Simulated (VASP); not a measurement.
# TlPS4 (P6/mmm) in VASP: notebook

The runs below take TlPS4 through single point, with PBE.

All numbers are computed with VASP 6.6.1; they aren't measurements. Logs are shortened: lines on timing, memory, paths and dates and some standing lists are left out, and cuts for length are marked.

## 1. The structure

Symmetry: P6/mmm, No. 191, hexagonal system. Conventional cell: a = 4.278 Å, b = 4.278 Å, c = 7.844 Å, α = 90.00°, β = 90.00°, γ = 120.00°. Tl (site symmetry 6/mmm) is surrounded by 12 S at 3.43 Å and 2 P at 3.92 Å. P (site symmetry 6/mmm) has 12 S at 2.91 Å as nearest neighbours. Around S (site symmetry 3m) lie 3 S at 2.47 Å.

The cell was built by a generator and needn't be a form met in nature.

## 2. Single point, PBE

INCAR reads:

```
PREC     = Accurate       # precision mode
ENCUT    = 520            # plane-wave cutoff, eV
EDIFF    = 1E-7           # SCF threshold, eV
ISMEAR   = 0              # smearing method
SIGMA    = 0.1            # smearing width, eV
LREAL    = F              # projectors in reciprocal space
LASPH    = T              # aspherical terms in the spheres
NELM     = 100            # most SCF steps
ALGO     = Fast           # electronic algorithm
ISIF     = 2              # what is computed and relaxed
LWAVE    = F              # write WAVECAR
LCHARG   = F              # write CHGCAR
GGA      = PE             # functional
NBANDS   = 30             # bands
```

KPOINTS reads:

```
Automatic mesh
0
Gamma
  12 12 6
```

POSCAR reads:

```
TlPS4
1.0
    4.2776433760      0.0000000000      0.0000000000
   -2.1388216880      3.7045478320      0.0000000000
    0.0000000000      0.0000000000      7.8444207346
Tl P S
1 1 4
Direct
    0.0000000000      0.0000000000      0.5000000000
    0.0000000000      0.0000000000      0.0000000000
    0.6666666667      0.3333333333      0.1972613340
    0.3333333333      0.6666666667      0.8027386660
    0.3333333333      0.6666666667      0.1972613340
    0.6666666667      0.3333333333      0.8027386660
```

Potentials or basis: VASP PAW PBE potentials, release 64 (Tl_d, P, S).

The run is started by

```
$ cat potpaw_PBE.64/Tl_d/POTCAR potpaw_PBE.64/P/POTCAR potpaw_PBE.64/S/POTCAR > POTCAR
$ mpirun -np 1 vasp_std > vasp.out
```

OUTCAR:

```text
PREC = Accurate
   ENCUT = 520
   EDIFF = 1E-7
   ISMEAR = 0
   LREAL = F
   LASPH = T
   NELM = 100
   ISIF = 2
   GGA = PE

 ion  position               nearest neighbor table
   1  0.000  0.000  0.500-   3 3.43   4 3.43   5 3.43   6 3.43   3 3.43   6 3.43   4 3.43   5 3.43
                             3 3.43   6 3.43   4 3.43   5 3.43
   2  0.000  0.000  0.000-
   3  0.667  0.333  0.197-   5 2.47   5 2.47   5 2.47   1 3.43   1 3.43   1 3.43
   4  0.333  0.667  0.803-   6 2.47   6 2.47   6 2.47   1 3.43   1 3.43   1 3.43
   5  0.333  0.667  0.197-   3 2.47   3 2.47   3 2.47   1 3.43   1 3.43   1 3.43
   6  0.667  0.333  0.803-   4 2.47   4 2.47   4 2.47   1 3.43   1 3.43   1 3.43

  LATTYP: Found a hexagonal cell.
 ALAT       =     4.2776433760
 C/A-ratio  =     1.8338183072

  Lattice vectors:

 A1 = (   4.2776433760,   0.0000000000,   0.0000000000)
 A2 = (  -2.1388216880,   3.7045478320,   0.0000000000)
 A3 = (   0.0000000000,   0.0000000000,   7.8444207346)

Analysis of symmetry for initial positions (statically):
=====================================================================
 Subroutine PRICEL returns:
 Original cell was already a primitive cell.

 Routine SETGRP: Setting up the symmetry group for a
 hexagonal supercell.

 Subroutine GETGRP returns: Found 24 space group operations
 (whereof 24 operations were pure point group operations)
 out of a pool of 24 trial point group operations.

The static configuration has the point symmetry D_6h.

Analysis of symmetry for dynamics (positions and initial velocities):
=====================================================================
 Subroutine PRICEL returns:
 Original cell was already a primitive cell.

 Routine SETGRP: Setting up the symmetry group for a
 hexagonal supercell.

 Subroutine GETGRP returns: Found 24 space group operations
 (whereof 24 operations were pure point group operations)
 out of a pool of 24 trial point group operations.

The dynamic configuration has the point symmetry D_6h.

 Subroutine INISYM returns: Found 24 space group operations
 (whereof 24 operations are pure point group operations),
 and found     1 'primitive' translations

----------------------------------------------------------------------------------------

                                     Primitive cell

  volume of cell :     124.3085

  direct lattice vectors                    reciprocal lattice vectors
     4.277643376  0.000000000  0.000000000     0.233773579  0.134969239  0.000000000
    -2.138821688  3.704547832  0.000000000     0.000000000  0.269938477  0.000000000
     0.000000000  0.000000000  7.844420735     0.000000000  0.000000000  0.127479139

  length of vectors
     4.277643376  4.277643376  7.844420735     0.269938477  0.269938477  0.127479139

  position of ions in fractional coordinates (direct lattice)
     0.000000000  0.000000000  0.500000000
     0.000000000  0.000000000  0.000000000
     0.666666667  0.333333333  0.197261334
     0.333333333  0.666666667  0.802738666
     0.333333333  0.666666667  0.197261334
     0.666666667  0.333333333  0.802738666

  ion indices of the primitive-cell ions
   primitive index   ion index
                 1           1
                 2           2
                 3           3
                 4           4
                 5           5
                 6           6

----------------------------------------------------------------------------------------

 KPOINTS: Automatic mesh

Automatic generation of k-mesh.
 Grid dimensions read from file:
 generate k-points for:   12   12    6

 Generating k-lattice:

  Cartesian coordinates                     Fractional coordinates (reciprocal lattice)
     0.019481132  0.011247437  0.000000000     0.083333333 -0.000000000  0.000000000
     0.000000000  0.022494873  0.000000000     0.000000000  0.083333333  0.000000000
     0.000000000  0.000000000  0.021246523     0.000000000  0.000000000  0.166666667

  Length of vectors
     0.022494873  0.022494873  0.021246523

  Shift w.r.t. Gamma in fractional coordinates (k-lattice)
     0.000000000  0.000000000  0.000000000

 Subroutine IBZKPT returns following result:
 ===========================================

 Found     76 irreducible k-points:

 Following reciprocal coordinates:
            Coordinates               Weight
  0.000000  0.000000  0.000000      1.000000
  0.083333  0.000000  0.000000      6.000000
  0.166667  0.000000  0.000000      6.000000
  0.250000  0.000000  0.000000      6.000000
  0.333333  0.000000  0.000000      6.000000
  0.416667  0.000000  0.000000      6.000000
[... 16 lines left out ...]
  0.250000  0.000000  0.166667     12.000000
  0.333333  0.000000  0.166667     12.000000
 [... further k-points ...]
   k-points           NKPTS =     76   k-points in BZ     NKDIM =     76   number of bands    NBANDS=     30
   number of dos      NEDOS =    301   number of ions     NIONS =      6
   total plane-waves  NPLWV =  61440
   dimension x,y,z NGX =    32 NGY =   32 NGZ =   60
   dimension x,y,z NGXF=    64 NGYF=   64 NGZF=  120
   ions per type =               1   1   4
   NGX,Y,Z   is equivalent  to a cutoff of  12.44, 12.44, 12.72 a.u.
   NGXF,Y,Z  is equivalent  to a cutoff of  24.87, 24.87, 25.43 a.u.
 SYSTEM =  unknown system
   PREC   = accura    normal or accurate (medium, high low for compatibility)
   ISTART =      0    job   : 0-new  1-cont  2-samecut
   ICHARG =      2    charge: 1-file 2-atom 10-const
   ISPIN  =      1    spin polarized calculation?
   LNONCOLLINEAR =      F non collinear calculations
   LSORBIT =      F    spin-orbit coupling
   LASPH  =      T    aspherical Exc in radial PAW
   ENCUT  =  520.0 eV  38.22 Ry    6.18 a.u.   7.95  7.95 14.59*2*pi/ulx,y,z
   NELM   =    100;   NELMIN=  2; NELMDL= -5     # of ELM steps
   EDIFF  = 0.1E-06   stopping-criterion for ELM
   LREAL  =      F    real-space projection
   EDIFFG = 0.1E-05   stopping-criterion for IOM
   NSW    =      0    number of steps for IOM
   IBRION =     -1    ionic relax: 0-MD 1-quasi-New 2-CG
   NFREE  =      0    steps in history (QN), initial steepest desc. (CG)
   ISIF   =      2    stress and relaxation
   ISYM   =      2    0-nonsym 1-usesym 2-fastsym
   POTIM  = 0.5000    time-step for ionic-motion
   TEBEG  =    0.0;   TEEND  =   0.0 temperature during run
   PSTRESS=    0.0 pullay stress
   NELECT =      42.0000    total number of electrons
   NUPDOWN=      -1.0000    fix difference up-down
   EMIN   =  10.00;   EMAX   =-10.00  energy-range for DOS
   EFERMI =   0.00;   METHOD = LEGACY
   ISMEAR =     0;   SIGMA  =   0.10  broadening in eV -4-tet -1-fermi 0-gaus
   EFERMI_NEDOS =   21; number of points for ismear=-14 and -15
   IALGO  =     68    algorithm
   IMIX   =      4    mixing-type and parameters
     AMIX     =   0.40;   BMIX     =  1.00
     AMIX_MAG =   1.60;   BMIX_MAG =  1.00
  volume/ion in A,a.u.               =      20.72       139.81
  Fermi-wavevector in a.u.,A,eV,Ry     =   1.140226  2.154715 17.689151  1.300116
  Thomas-Fermi vector in A             =   2.276929
   LORBIT       =      0    0 simple, 1 ext, 2 COOP (PROOUT), +10 PAW based schemes
   GGA     = PE    functional components
   LHFCALC =     F    Hartree Fock is set to
   AEXX    =    0.0000 exact exchange contribution
   IVDW    =     0    specifies the selected vdW correction
   LEPSILON=     F    determine dielectric tensor
   LRPA    =     F    only Hartree local field effects (RPA)
 non-spin polarized calculation
 RMM-DIIS sequential band-by-band and
 Gauss-broadening in eV      SIGMA  =   0.10
  energy-cutoff  :      520.00
  volume of cell :      124.31
 maximum number of plane-waves:      3402
 NGX is ok and might be reduce to    32
   NGX = 15   NGY = 15   NGZ = 29

 number of electron      41.9999991 magnetization

 Free energy of the ion-electron system (eV)
  ---------------------------------------------------
  ext. energy  EPLUGINS =         0.00000000
  ---------------------------------------------------
  free energy    TOTEN  =       -20.03303247 eV

  energy without entropy =      -20.01699933  energy(sigma->0) =      -20.02501590

 E-fermi :   5.9344     XC(G=0): -10.0349

 val. band max:        5.9332104212   @ k =   0.4167   0.0833   0.3333
 cond. band min:       5.9394259431   @ k =   0.5000   0.0000   0.0000
 fundamental gap:      0.0062155219
 Fermi energy:         5.9343905715

 k-point     1 :       0.0000    0.0000    0.0000
  band No.  band energies     occupation
      1     -10.0690      2.00000
      2      -9.1871      2.00000
      3      -5.2358      2.00000
      4      -5.2358      2.00000
      5      -5.2135      2.00000
      6      -5.1783      2.00000
[... 22 lines left out ...]
     29      11.6596      0.00000
     30      11.6600      0.00000

 k-point     2 :       0.0833    0.0000    0.0000
  band No.  band energies     occupation
      1     -10.0093      2.00000
      2      -9.1348      2.00000
      3      -5.2431      2.00000
      4      -5.2303      2.00000
      5      -5.2106      2.00000
      6      -5.1800      2.00000
[... 22 lines left out ...]
     29      11.5273      0.00000
     30      11.7041      0.00000

 k-point     3 :       0.1667    0.0000    0.0000
  band No.  band energies     occupation
      1      -9.8316      2.00000
      2      -8.9802      2.00000
      3      -5.2792      2.00000
      4      -5.2152      2.00000
      5      -5.2039      2.00000
      6      -5.1875      2.00000
[... 22 lines left out ...]
     29      11.2009      0.00000
     30      12.0873      0.00000

 k-point     4 :       0.2500    0.0000    0.0000
  band No.  band energies     occupation
      1      -9.5421      2.00000
      2      -8.7312      2.00000
      3      -5.5634      2.00000
      4      -5.2281      2.00000
      5      -5.2123      2.00000
      6      -5.1943      2.00000
[... 616 lines left out ...]
     29      11.0864      0.00000
     30      12.1958      0.00000

 k-point    23 :       0.2500    0.0000    0.1667
  band No.  band energies     occupation
      1      -9.5357      2.00000
      2      -8.7410      2.00000
      3      -5.5525      2.00000
      4      -5.2627      2.00000
      5      -5.2033      2.00000
      6      -5.1943      2.00000
[... 22 lines left out ...]
     29      10.6357      0.00000
     30      12.7377      0.00000

 k-point    24 :       0.3333    0.0000    0.1667
  band No.  band energies     occupation
      1      -9.1519      2.00000
      2      -8.4139      2.00000
      3      -6.2357      2.00000
      4      -5.6286      2.00000
      5      -5.2332      2.00000
      6      -5.1947      2.00000
[... 22 lines left out ...]
     29      10.1743      0.00000
     30      12.9591      0.00000

 [... further k-points ...]

------------------------ aborting loop because EDIFF is reached ----------------------------------------

  FORCE on cell =-STRESS in cart. coord.  units (eV):
  Direction    XX          YY          ZZ          XY          YZ          ZX
  --------------------------------------------------------------------------------------
  -------------------------------------------------------------------------------------
  Total       -0.0921926     -0.0921926     -0.0357962      0.0000000      0.0000000      0.0000000
  in kB       -1.1882454     -1.1882454     -0.4613677      0.0000000      0.0000000      0.0000000
  external PRESSURE =      -0.9459529 kB  Pullay stress =       0.0000000 kB

 VOLUME and BASIS-vectors are now :
 -----------------------------------------------------------------------------
  energy-cutoff  :      520.00
  volume of cell :      124.31
      direct lattice vectors                 reciprocal lattice vectors
     4.277643376  0.000000000  0.000000000     0.233773579  0.134969239  0.000000000
    -2.138821688  3.704547832  0.000000000     0.000000000  0.269938477  0.000000000
     0.000000000  0.000000000  7.844420735     0.000000000  0.000000000  0.127479139

 POSITION                                       TOTAL-FORCE (eV/Angst)
 -----------------------------------------------------------------------------------
      0.00000      0.00000      3.92221         0.000000      0.000000      0.000000
      0.00000      0.00000      0.00000         0.000000      0.000000      0.000000
      2.13882      1.23485      1.54740         0.000000      0.000000     -0.000021
     -0.00000      2.46970      6.29702        -0.000000      0.000000      0.000021
     -0.00000      2.46970      1.54740        -0.000000      0.000000     -0.000021
      2.13882      1.23485      6.29702         0.000000     -0.000000      0.000021
 -----------------------------------------------------------------------------------
    total drift:                               -0.000000     -0.000000      0.000000

  FREE ENERGIE OF THE ION-ELECTRON SYSTEM (eV)
  ---------------------------------------------------
  free  energy   TOTEN  =       -20.0330324650 eV

  energy  without entropy=      -20.0169993328  energy(sigma->0) =      -20.02501590
```

Run time: 1.8 min. Hardware: 1 thread of Intel Xeon 6975P-C (Granite Rapids), shared host; peak memory 0.41 GiB.

What came out:

```yaml
Free_energy: -20.0330 eV
Pressure: -0.1 GPa
Band_gap_on_the_k_mesh: none (metal or under the smearing width)
```

Levels at points of the mesh, in eV from the Fermi level:
| k point | band 18 | band 19 | band 20 | band 21 | band 22 | band 23 | band 24 | band 25 |
| --- | --- | --- | --- | --- | --- | --- | --- | --- |
| (0.00, 0.00, 0.00) | -3.10 | -2.51 | -1.04 | -0.72 | -0.72 | -0.39 | 0.86 | 2.19 |
| (0.50, 0.00, 0.00) | -1.91 | -1.14 | -0.23 | 0.01 | 1.14 | 1.21 | 1.24 | 1.78 |
| (0.00, 0.00, 0.50) | -3.05 | -2.32 | -0.92 | -0.92 | -0.92 | 0.59 | 0.67 | 2.65 |
| (0.50, 0.00, 0.50) | -2.01 | -0.55 | -0.07 | 0.38 | 1.07 | 1.19 | 1.78 | 2.27 |

## 3. Single point, PBE (species swapped into the MgAlB4 type (P6/mmm, No. 191))

INCAR reads:

```
SYSTEM = TlPS4
PREC = Accurate ; ENCUT = 520
EDIFF = 1E-6 ; ISMEAR = 0
SIGMA = 0.1 ; LREAL = .False.
LASPH = .True. ; NELM = 100
ALGO = Fast ; ISIF = 2
LWAVE = .False. ; LCHARG = .False.
GGA = PE ; NBANDS = 30
```

KPOINTS reads:

```
Automatic mesh
0
Gamma
  12 12 6
  0 0 0
```

POSCAR is that of step 2.

Potentials or basis: VASP PAW PBE potentials, release 64 (Tl_d, P, S).

The run is started by

```
$ cat potpaw_PBE.64/Tl_d/POTCAR potpaw_PBE.64/P/POTCAR potpaw_PBE.64/S/POTCAR > POTCAR
$ mpirun -np 1 vasp_std > vasp.out
```

OUTCAR:

```text
SYSTEM = TlPS4
   PREC = Accurate
   ENCUT = 520
   EDIFF = 1E-6
   ISMEAR = 0
   LREAL = .False.
   LASPH = .True.
   NELM = 100
   ISIF = 2
   GGA = PE

 ion  position               nearest neighbor table
   1  0.000  0.000  0.500-   3 3.43   4 3.43   5 3.43   6 3.43   3 3.43   6 3.43   4 3.43   5 3.43
                             3 3.43   6 3.43   4 3.43   5 3.43
   2  0.000  0.000  0.000-
   3  0.667  0.333  0.197-   5 2.47   5 2.47   5 2.47   1 3.43   1 3.43   1 3.43
[... 1005 lines left out ...]
  -------------------------------------------------------------------------------------
  Total       -0.0926984     -0.0926984     -0.0349768      0.0000000     -0.0000000      0.0000000
  in kB       -1.1947644     -1.1947644     -0.4508063      0.0000000     -0.0000000      0.0000000
  external PRESSURE =      -0.9467783 kB  Pullay stress =       0.0000000 kB

 VOLUME and BASIS-vectors are now :
 -----------------------------------------------------------------------------
  energy-cutoff  :      520.00
  volume of cell :      124.31
      direct lattice vectors                 reciprocal lattice vectors
     4.277643376  0.000000000  0.000000000     0.233773579  0.134969239  0.000000000
    -2.138821688  3.704547832  0.000000000     0.000000000  0.269938477  0.000000000
     0.000000000  0.000000000  7.844420735     0.000000000  0.000000000  0.127479139

 POSITION                                       TOTAL-FORCE (eV/Angst)
 -----------------------------------------------------------------------------------
      0.00000      0.00000      3.92221        -0.000000      0.000000      0.000000
      0.00000      0.00000      0.00000        -0.000000      0.000000      0.000000
      2.13882      1.23485      1.54740        -0.000000     -0.000000      0.000048
     -0.00000      2.46970      6.29702         0.000000      0.000000     -0.000048
     -0.00000      2.46970      1.54740         0.000000      0.000000      0.000048
      2.13882      1.23485      6.29702        -0.000000     -0.000000     -0.000048
 -----------------------------------------------------------------------------------
    total drift:                               -0.000000     -0.000000      0.000000

  FREE ENERGIE OF THE ION-ELECTRON SYSTEM (eV)
  ---------------------------------------------------
  free  energy   TOTEN  =       -20.0330323637 eV

  energy  without entropy=      -20.0170028032  energy(sigma->0) =      -20.02501758
```

Run time: 3.1 min. Hardware: 1 thread of Intel Xeon Platinum 8559C (Emerald Rapids), shared host; peak memory 0.41 GiB.

Results:

```yaml
Free_energy: -20.0330 eV
Pressure: -0.1 GPa
Band_gap_on_the_k_mesh: none (metal or under the smearing width)
```

The run has no spin-orbit coupling, so splittings on Tl are missing.
